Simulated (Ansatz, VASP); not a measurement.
NbSn2S3 in VASP and in Ansatz

```
Nb Sn S
1.0
     5.19699    0.00000    0.00000
    -2.59849    4.50072    0.00000
     0.00000    0.00000    9.01012
Nb Sn S
1 2 3
Cartesian
  0.0000 0.0000 4.5051
  0.0000 3.0005 4.5051
  2.5985 1.5002 4.5051
  0.0000 0.0000 0.0000
  0.0000 0.0000 2.1869
  0.0000 0.0000 6.8232
```

Alike in both runs: functional PBE; k mesh 6 × 6 × 4; occupations gaussian, width 0.1 eV; no spin polarisation.

Ansatz relaxed the structure, and its values are those at the end. VASP's run is a single point on that final structure, the one shown.

|  | VASP | Ansatz |
| --- | --- | --- |
| version | VASP 6.6.1 | Ansatz 0.2.0 |
| potentials or method | VASP PAW PBE potentials, release 64 (Nb_sv, Sn_d, S) | scalar-relativistic, plane waves, PAW |
| plane-wave cutoff (eV) | 520 | 420 |
| valence electrons in the cell | 59 | 59 |

|  | VASP | Ansatz | Ansatz less VASP |
| --- | --- | --- | --- |
| gap on the k mesh at the Fermi level (eV) | none | none | - |
| pressure (GPa) | 0.0 | 0.1 | +0.10 |
| rms of the force components (eV/Å) | 0.011 | 0.010 | -0.0013 |

A gap of «none» marks a metal or a gap that the smearing closes.
